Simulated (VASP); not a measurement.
Here is the system:

```xyz
3
Lattice="1.6948 -2.9354 0.0000 1.6948 2.9354 0.0000 0.0000 0.0000 5.7053" Properties=species:S:1:pos:R:3 pbc="T T T"
Ti     0.0000     0.0000     0.0000
S      1.6948     0.9785     1.4247
S      1.6948    -0.9785     4.2807
```

Method: PBE GGA with D3 dispersion (zero damping), VASP's PBE PAW potentials (set 64) (plane waves; VASP). Run with 520 eV cut-off, Gaussian smearing of 0.050 eV, potentials Ti_sv S.

**Question.** Predict the band gap (along the path) with the smallest direct gap where there is one.

**Answer.** 
The band gap (along the path) is none (metal, semimetal or under 0.01 eV).

Total energies compare only between runs with the same potentials, cut-off and functional.

The compound is TiS2 in the 1T layered structure. It was relaxed first.
